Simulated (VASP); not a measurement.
These are LDA (Ceperley-Alder, Perdew-Zunger), VASP's LDA PAW potentials (set 64) (plane waves; VASP 6.6.1) values and carry that method's errors.

VASP input:

**POSCAR**
```
SrO
1
    0.0000000000     2.4235541791     2.4235541791
    2.4235541791    -0.0000000000     2.4235541791
    2.4235541791     2.4235541791    -0.0000000000
Sr O
1 1
Direct
  0.0000000000   0.0000000000   0.0000000000
  0.5000000000   0.5000000000   0.5000000000
```

KPOINTS:
```
Automatic mesh
0
Gamma
9 9 9
0 0 0
```

INCAR:
```
LREAL = F   ! projection in real space or not
EDIFFG = -0.02   ! ionic stop
ENCUT = 620
ALGO = Normal   ! blocked Davidson
LCHARG = F
ISMEAR = 0   ! Gaussian
EDIFF = 1E-6   ! SCF stop (eV)
SIGMA = 0.05
LWAVE = F
NSW = 40   ! most ionic steps
IBRION = 2   ! conjugate gradients
PREC = Accurate
LMAXMIX = 4   ! l cut-off of mixed one-centre charges
SYSTEM = SrO
LASPH = T   ! aspherical one-centre terms
ISIF = 3
PSTRESS = 200
NELM = 100   ! most electronic steps
```

POTCAR, in this order: Sr_sv O (LDA.64 set). Program: vasp_std.

The run wrote:

**OSZICAR**
```
       N       E                     dE             d eps       ncg     rms          rms(c)
DAV:   1     0.882305773638E+02    0.88231E+02   -0.10132E+04   840   0.155E+03
DAV:   2    -0.112373165932E+02   -0.99468E+02   -0.90760E+02  1040   0.287E+02
DAV:   3    -0.153401702979E+02   -0.41029E+01   -0.40649E+01  1112   0.570E+01
DAV:   4    -0.154522093345E+02   -0.11204E+00   -0.11199E+00  1060   0.861E+00
DAV:   5    -0.154545484654E+02   -0.23391E-02   -0.23390E-02  1148   0.101E+00    0.261E+01
DAV:   6    -0.133137011980E+02    0.21408E+01   -0.97697E+00   956   0.266E+01    0.290E+01
DAV:   7    -0.131990326333E+02    0.11467E+00   -0.46945E-01   992   0.683E+00    0.169E+01
DAV:   8    -0.131551222066E+02    0.43910E-01   -0.13691E-01  1004   0.389E+00    0.135E+00
DAV:   9    -0.131540457720E+02    0.10764E-02   -0.94199E-03  1224   0.852E-01    0.264E-01
DAV:  10    -0.131541207869E+02   -0.75015E-04   -0.54878E-04   968   0.253E-01    0.108E-01
DAV:  11    -0.131541119418E+02    0.88451E-05   -0.10471E-04   976   0.979E-02    0.260E-02
DAV:  12    -0.131541107064E+02    0.12354E-05   -0.12495E-05   992   0.371E-02    0.114E-02
DAV:  13    -0.131541107181E+02   -0.11723E-07   -0.92134E-07   544   0.105E-02
   1 F= -.96001910E+01 E0= -.96001910E+01  d E =-.960019E+01
```

OUTCAR:
```
------------------------ aborting loop because EDIFF is reached ----------------------------------------
  FORCE on cell =-STRESS in cart. coord.  units (eV):
  Direction    XX          YY          ZZ          XY          YZ          ZX
  --------------------------------------------------------------------------------------
  Total        3.5233414      3.5233414      3.5233414      0.0000000     -0.0000000      0.0000000
  in kB      198.2791827    198.2791827    198.2791827      0.0000000     -0.0000000      0.0000000
  external PRESSURE =      -1.7208173 kB  Pullay stress =     200.0000000 kB
  volume of cell :       28.47
      direct lattice vectors                 reciprocal lattice vectors
     0.000000000  2.423554179  2.423554179    -0.206308571  0.206308571  0.206308571
     2.423554179  0.000000000  2.423554179     0.206308571 -0.206308571  0.206308571
     2.423554179  2.423554179  0.000000000     0.206308571  0.206308571 -0.206308571
  FREE ENERGIE OF THE ION-ELECTRON SYSTEM (eV)
  ---------------------------------------------------
  free  energy   TOTEN  =       -13.1541107181 eV

  energy  without entropy=      -13.1541107181  energy(sigma->0) =      -13.15411072
  enthalpy is  TOTEN    =        -9.6001910436 eV   P V=        3.5539196746

 reached required accuracy - stopping structural energy minimisation
```
(Selected blocks of OUTCAR.)

The compound is SrO in the rock salt structure. It was relaxed first under an external pressure of 20 GPa.
